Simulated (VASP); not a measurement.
Method: r2SCAN meta-GGA, VASP's PBE PAW potentials (set 64) (plane waves; VASP).

A VASP calculation is set up with these files.

File POSCAR:
```
Pt3Ti
1
    3.9251585119    -0.0000000000     0.0000000000
   -0.0000000000     3.9251585119    -0.0000000000
   -0.0000000000    -0.0000000000     3.9251585119
Ti Pt
1 3
Direct
  0.0000000000   0.0000000000   0.0000000000
  0.0000000000   0.5000000000   0.5000000000
  0.5000000000   0.0000000000   0.5000000000
  0.5000000000   0.5000000000   0.0000000000
```

**KPOINTS**
```
Automatic mesh
0
Gamma
 7 7 7
0 0 0
```

**INCAR**
```
SYSTEM = Pt3Ti
PREC = Accurate
ENCUT = 480
EDIFF = 1E-6
NELM = 100
ALGO = Normal
LREAL = .FALSE.
LASPH = .TRUE.
ISMEAR = 1
SIGMA = 0.1
METAGGA = R2SCAN
LMIXTAU = .TRUE.
LMAXMIX = 6
LWAVE = .FALSE.
LCHARG = .FALSE.
IBRION = 2
ISIF = 3
NSW = 60
EDIFFG = -0.02
```

POTCAR, in this order: Ti_sv Pt (PBE.64 set). Program: vasp_std.

Output of the run:

File OSZICAR:
```
       N       E                     dE             d eps       ncg     rms          rms(c)
DAV:   1     0.238942851387E+03    0.23894E+03   -0.20806E+04  1000   0.176E+03
DAV:   2    -0.153948900862E+03   -0.39289E+03   -0.38521E+03  1113   0.456E+02
DAV:   3    -0.185290112023E+03   -0.31341E+02   -0.30114E+02  1472   0.113E+02
DAV:   4    -0.186289897296E+03   -0.99979E+00   -0.99612E+00  1191   0.211E+01
DAV:   5    -0.186327126492E+03   -0.37229E-01   -0.37189E-01  1458   0.382E+00    0.228E+01
DAV:   6    -0.171555600833E+03    0.14772E+02   -0.22005E+01  1402   0.456E+01    0.954E+00
DAV:   7    -0.171838177395E+03   -0.28258E+00   -0.16435E+01  1386   0.270E+01    0.937E+00
DAV:   8    -0.170814049550E+03    0.10241E+01   -0.27980E+00  1344   0.987E+00    0.382E+00
DAV:   9    -0.171305197434E+03   -0.49115E+00   -0.31564E+00  1397   0.114E+01    0.405E+00
DAV:  10    -0.171135945521E+03    0.16925E+00   -0.21636E+00  1380   0.110E+01    0.104E+00
DAV:  11    -0.171136027564E+03   -0.82044E-04   -0.93946E-02  1520   0.191E+00    0.231E-01
DAV:  12    -0.171134052868E+03    0.19747E-02   -0.38586E-03  1261   0.422E-01    0.227E-01
DAV:  13    -0.171134764253E+03   -0.71138E-03   -0.32976E-03  1145   0.463E-01    0.132E-01
DAV:  14    -0.171137126163E+03   -0.23619E-02   -0.26774E-03  1105   0.325E-01    0.383E-02
DAV:  15    -0.171137120345E+03    0.58179E-05   -0.85287E-05  1266   0.754E-02    0.278E-02
DAV:  16    -0.171137138392E+03   -0.18046E-04   -0.19673E-04  1339   0.982E-02    0.197E-02
DAV:  17    -0.171137145214E+03   -0.68223E-05   -0.35453E-05  1058   0.461E-02    0.171E-02
DAV:  18    -0.171137148783E+03   -0.35694E-05   -0.84789E-07   757   0.708E-03    0.156E-02
DAV:  19    -0.171137161115E+03   -0.12332E-04   -0.20877E-05  1280   0.301E-02    0.479E-03
DAV:  20    -0.171137162155E+03   -0.10403E-05   -0.19818E-06   735   0.124E-02    0.116E-03
DAV:  21    -0.171137162134E+03    0.21478E-07   -0.36550E-07   511   0.497E-03
   1 F= -.17113716E+03 E0= -.17113713E+03  d E =-.171137E+03
```

**OUTCAR**
```
------------------------ aborting loop because EDIFF is reached ----------------------------------------
  FORCE on cell =-STRESS in cart. coord.  units (eV):
  Direction    XX          YY          ZZ          XY          YZ          ZX
  --------------------------------------------------------------------------------------
  Total       -0.0363537     -0.0363537     -0.0363537      0.0000000      0.0000000     -0.0000000
  in kB       -0.9631370     -0.9631370     -0.9631370      0.0000000      0.0000000     -0.0000000
  external PRESSURE =      -0.9631370 kB  Pullay stress =       0.0000000 kB
  volume of cell :       60.47
      direct lattice vectors                 reciprocal lattice vectors
     3.925158512  0.000000000  0.000000000     0.254766781  0.000000000  0.000000000
     0.000000000  3.925158512  0.000000000     0.000000000  0.254766781  0.000000000
     0.000000000  0.000000000  3.925158512     0.000000000  0.000000000  0.254766781
 POSITION                                       TOTAL-FORCE (eV/Angst)
 -----------------------------------------------------------------------------------
      0.00000      0.00000      0.00000         0.000000      0.000000      0.000000
      0.00000      1.96258      1.96258         0.000000      0.000000      0.000000
      1.96258      0.00000      1.96258         0.000000      0.000000      0.000000
      1.96258      1.96258      0.00000         0.000000      0.000000      0.000000
 -----------------------------------------------------------------------------------
    total drift:                                0.000000      0.000000      0.000000
  FREE ENERGIE OF THE ION-ELECTRON SYSTEM (eV)
  ---------------------------------------------------
  free  energy   TOTEN  =      -171.1371621340 eV

  energy  without entropy=     -171.1370676790  energy(sigma->0) =     -171.13713065

 reached required accuracy - stopping structural energy minimisation
```
(Selected blocks of OUTCAR.)

The compound is Pt3Ti in the L1_2 structure. It was relaxed first. The start is the result of an earlier pass.
